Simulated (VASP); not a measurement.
# SrB3Pt (Pm-3m) in VASP: reference runs

Reference runs on SrB3Pt: the cell as given.

Everything below comes from runs of VASP 6.6.1. Logs are shortened: lines on timing, memory, paths and dates and some standing lists are left out, and cuts for length are marked.

## 1. Starting point

Symmetry: Pm-3m, No. 221, cubic system. Conventional cell: a = 4.235 Å, b = 4.235 Å, c = 4.235 Å, α = 90.00°, β = 90.00°, γ = 90.00°. Sr (site symmetry m-3m) is surrounded by 12 B at 2.99 Å. Around B (site symmetry 4/mmm) lie 2 Pt at 2.12 Å. Around Pt (site symmetry m-3m) lie 6 B at 2.12 Å.

The cell was built by a generator and needn't be a form met in nature.

## 2. Single point, PBE

File INCAR:

```
PREC = Accurate
ENCUT = 520
EDIFF = 1E-7
ISMEAR = -1
SIGMA = 0.05
LREAL = False
LASPH = True
NELM = 100
ALGO = Normal
ISIF = 2
LWAVE = False
LCHARG = False
GGA = PE
NBANDS = 22
```

File KPOINTS:

```
Automatic mesh
0
Gamma
  6 6 6
```

File POSCAR:

```
SrB3Pt
1.0
    4.2346900000      0.0000000000      0.0000000000
    0.0000000000      4.2346900000      0.0000000000
    0.0000000000      0.0000000000      4.2346900000
Sr B Pt
1 3 1
Direct
    0.0000000000      0.0000000000      0.0000000000
    0.0000000000      0.5000000000      0.5000000000
    0.5000000000      0.0000000000      0.5000000000
    0.5000000000      0.5000000000      0.0000000000
    0.5000000000      0.5000000000      0.5000000000
```

Potentials or basis: VASP PAW PBE potentials, release 64 (Sr_sv, B, Pt).

Launch:

```sh
> cat potpaw_PBE.64/Sr_sv/POTCAR potpaw_PBE.64/B/POTCAR potpaw_PBE.64/Pt/POTCAR > POTCAR
> mpirun -np 1 vasp_std > vasp.out
```

OUTCAR:

```text
PREC = Accurate
   ENCUT = 520
   EDIFF = 1E-7
   ISMEAR = -1
   LREAL = False
   LASPH = True
   NELM = 100
   ISIF = 2
   GGA = PE

 ion  position               nearest neighbor table
   1  0.000  0.000  0.000-   2 2.99   3 2.99   4 2.99   2 2.99   3 2.99   2 2.99   4 2.99   2 2.99
                             3 2.99   4 2.99   3 2.99   4 2.99   5 3.67   5 3.67   5 3.67   5 3.67
   2  0.000  0.500  0.500-   5 2.12   5 2.12   1 2.99   1 2.99   1 2.99   1 2.99
   3  0.500  0.000  0.500-   5 2.12   5 2.12   1 2.99   1 2.99   1 2.99   1 2.99
   4  0.500  0.500  0.000-   5 2.12   5 2.12   1 2.99   1 2.99   1 2.99   1 2.99
   5  0.500  0.500  0.500-   2 2.12   3 2.12   4 2.12   4 2.12   3 2.12   2 2.12   1 3.67   1 3.67
                             1 3.67   1 3.67   1 3.67   1 3.67   1 3.67   1 3.67

  LATTYP: Found a simple cubic cell.
 ALAT       =     4.2346900000

  Lattice vectors:

 A1 = (   4.2346900000,   0.0000000000,   0.0000000000)
 A2 = (   0.0000000000,   4.2346900000,   0.0000000000)
 A3 = (   0.0000000000,   0.0000000000,   4.2346900000)

Analysis of symmetry for initial positions (statically):
=====================================================================
 Subroutine PRICEL returns:
 Original cell was already a primitive cell.

 Routine SETGRP: Setting up the symmetry group for a
 simple cubic supercell.

 Subroutine GETGRP returns: Found 48 space group operations
 (whereof 48 operations were pure point group operations)
 out of a pool of 48 trial point group operations.

The static configuration has the point symmetry O_h .

Analysis of symmetry for dynamics (positions and initial velocities):
=====================================================================
 Subroutine PRICEL returns:
 Original cell was already a primitive cell.

 Routine SETGRP: Setting up the symmetry group for a
 simple cubic supercell.

 Subroutine GETGRP returns: Found 48 space group operations
 (whereof 48 operations were pure point group operations)
 out of a pool of 48 trial point group operations.

The dynamic configuration has the point symmetry O_h .

 Subroutine INISYM returns: Found 48 space group operations
 (whereof 48 operations are pure point group operations),
 and found     1 'primitive' translations

----------------------------------------------------------------------------------------

[... 93 lines left out ...]
   EDIFF  = 0.1E-06   stopping-criterion for ELM
   LREAL  =      F    real-space projection
   EDIFFG = 0.1E-05   stopping-criterion for IOM
   NSW    =      0    number of steps for IOM
   IBRION =     -1    ionic relax: 0-MD 1-quasi-New 2-CG
   NFREE  =      0    steps in history (QN), initial steepest desc. (CG)
   ISIF   =      2    stress and relaxation
   ISYM   =      2    0-nonsym 1-usesym 2-fastsym
   POTIM  = 0.5000    time-step for ionic-motion
   TEBEG  =    0.0;   TEEND  =   0.0 temperature during run
   PSTRESS=    0.0 pullay stress
   NELECT =      29.0000    total number of electrons
   NUPDOWN=      -1.0000    fix difference up-down
   EMIN   =  10.00;   EMAX   =-10.00  energy-range for DOS
   EFERMI =   0.00;   METHOD = LEGACY
   ISMEAR =    -1;   SIGMA  =   0.05  broadening in eV -4-tet -1-fermi 0-gaus
   EFERMI_NEDOS =   21; number of points for ismear=-14 and -15
   IALGO  =     38    algorithm
   IMIX   =      4    mixing-type and parameters
     AMIX     =   0.40;   BMIX     =  1.00
     AMIX_MAG =   1.60;   BMIX_MAG =  1.00
  volume/ion in A,a.u.               =      15.19       102.49
  Fermi-wavevector in a.u.,A,eV,Ry     =   1.187734  2.244492 19.193904  1.410712
  Thomas-Fermi vector in A             =   2.323879
   LORBIT       =      0    0 simple, 1 ext, 2 COOP (PROOUT), +10 PAW based schemes
   GGA     = PE    functional components
   LHFCALC =     F    Hartree Fock is set to
   AEXX    =    0.0000 exact exchange contribution
   IVDW    =     0    specifies the selected vdW correction
   LEPSILON=     F    determine dielectric tensor
   LRPA    =     F    only Hartree local field effects (RPA)
 non-spin polarized calculation
  energy-cutoff  :      520.00
  volume of cell :       75.94
 maximum number of plane-waves:      2054
 NGX is ok and might be reduce to    32
   NGX = 15   NGY = 15   NGZ = 15

 number of electron      29.0000001 magnetization

 Free energy of the ion-electron system (eV)
  ---------------------------------------------------
  ext. energy  EPLUGINS =         0.00000000
  ---------------------------------------------------
  free energy    TOTEN  =       -24.27910736 eV

  energy without entropy =      -24.22983621  energy(sigma->0) =      -24.25447178

 E-fermi :   5.8758     XC(G=0): -10.6792

 val. band max:        5.8675458201   @ k =   0.5000   0.3333   0.0000
 cond. band min:       5.8781412279   @ k =   0.3333   0.3333   0.1667
 fundamental gap:      0.0105954078
 Fermi energy:         5.8758180386

 k-point     1 :       0.0000    0.0000    0.0000
  band No.  band energies     occupation
      1     -29.0720      2.00000
      2     -11.1628      2.00000
      3     -11.1628      2.00000
      4     -11.1628      2.00000
      5      -5.4634      2.00000
      6      -2.9001      2.00000
[... 489 lines left out ...]
     21      12.0356      0.00000
     22      12.1311      0.00000

------------------------ aborting loop because EDIFF is reached ----------------------------------------

  FORCE on cell =-STRESS in cart. coord.  units (eV):
  Direction    XX          YY          ZZ          XY          YZ          ZX
  --------------------------------------------------------------------------------------
  -------------------------------------------------------------------------------------
  Total       -0.0656839     -0.0656839     -0.0656839      0.0000000      0.0000000     -0.0000000
  in kB       -1.3858123     -1.3858123     -1.3858123      0.0000000      0.0000000     -0.0000000
  external PRESSURE =      -1.3858123 kB  Pullay stress =       0.0000000 kB

 VOLUME and BASIS-vectors are now :
 -----------------------------------------------------------------------------
  energy-cutoff  :      520.00
  volume of cell :       75.94
      direct lattice vectors                 reciprocal lattice vectors
     4.234690000  0.000000000  0.000000000     0.236144795  0.000000000  0.000000000
     0.000000000  4.234690000  0.000000000     0.000000000  0.236144795  0.000000000
     0.000000000  0.000000000  4.234690000     0.000000000  0.000000000  0.236144795

 POSITION                                       TOTAL-FORCE (eV/Angst)
 -----------------------------------------------------------------------------------
      0.00000      0.00000      0.00000         0.000000      0.000000      0.000000
      0.00000      2.11734      2.11734         0.000000      0.000000      0.000000
      2.11734      0.00000      2.11734         0.000000      0.000000      0.000000
      2.11734      2.11734      0.00000         0.000000      0.000000      0.000000
      2.11734      2.11734      2.11734         0.000000      0.000000      0.000000
 -----------------------------------------------------------------------------------
    total drift:                                0.000000     -0.000000     -0.000000

  FREE ENERGIE OF THE ION-ELECTRON SYSTEM (eV)
  ---------------------------------------------------
  free  energy   TOTEN  =       -24.2791073559 eV

  energy  without entropy=      -24.2298362120  energy(sigma->0) =      -24.25447178
```

stdout:

```text
POSCAR found type information on POSCAR SrB Pt
 POSCAR found :  3 types and       5 ions
 scaLAPACK will be used
 LDA part: xc-table for (Slater+PW92), standard interpolation
 POSCAR, INCAR and KPOINTS ok, starting setup
 FFT: planning ... GRIDC
 FFT: planning ... GRID_SOFT
 FFT: planning ... GRID
 WAVECAR not read
 entering main loop
```

It took 29 s on 1 thread of Intel Xeon Platinum 8375C at 2.90GHz (Ice Lake), shared host; peak memory 0.19 GiB.

Results:

| Item | Value |
| --- | --- |
| Free energy | -24.2791 eV |
| Pressure | -0.1 GPa |
| Band gap on the k mesh | none (metal or under the smearing width) |
